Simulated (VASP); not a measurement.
Calculation: PBEsol GGA, VASP's PBE PAW potentials (set 64) (plane waves; VASP 6.6.1).

VASP input:

**INCAR**
```
ALGO = Normal
EDIFF = 1E-6
EDIFFG = -0.01
ENCUT = 400
GGA = PS
IBRION = 2
ISIF = 3
ISMEAR = 1
LASPH = T
LCHARG = F
LMAXMIX = 6
LREAL = F
LWAVE = F
NELM = 100
NSW = 60
PREC = Accurate
SIGMA = 0.1
SYSTEM = Au
```

### KPOINTS
```
kpoints
0
G
 10 10 10
```

**POSCAR**
```
Au
1
    0.0000000000     3.0085405984     3.0085405984
    3.0085405984     0.0000000000     3.0085405984
    3.0085405984     3.0085405984     0.0000000000
Au
2
Direct
  0.7500000000   0.7500000000   0.7500000000
  0.5000000000   0.5000000000   0.5000000000
```

POTCAR, in this order: Au (PBE.64 set). Program: vasp_std.

Unless said otherwise, spin-orbit coupling is left out, though it shifts the bands of the heavy elements here.

What does the run give for the energy per atom (σ→0), volume per atom, band gap (on the k-mesh)?

| Property | Value |
|---|---|
| energy per atom (σ→0) | -2.988 eV/atom |
| band gap (on the k-mesh) | none (metal, semimetal or under 0.01 eV) |
| volume per atom | 27.31 Å³/atom |

**OSZICAR**
```
...
   2 F= -.59759104E+01 E0= -.59759360E+01  d E =-.344522E-04
       N       E                     dE             d eps       ncg     rms          rms(c)
DAV:   1    -0.597762318197E+01   -0.17124E-02   -0.27842E-02  1536   0.159E+00    0.257E-01
DAV:   2    -0.597598292152E+01    0.16403E-02   -0.59315E-03  1543   0.645E-01    0.962E-02
DAV:   3    -0.597596749066E+01    0.15431E-04   -0.11015E-04  1557   0.801E-02    0.712E-02
DAV:   4    -0.597597282078E+01   -0.53301E-05   -0.15562E-05  1557   0.264E-02    0.273E-03
DAV:   5    -0.597597280614E+01    0.14635E-07   -0.14485E-06   965   0.994E-03
   3 F= -.59759728E+01 E0= -.59759975E+01  d E =-.968598E-04
```

The structure was generated: Au was put into the diamond type (Fd-3m), which need not be its known phase. This run relaxes it. Symmetry was kept, so distortions that lower it aren't found. The start is the result of an earlier pass.
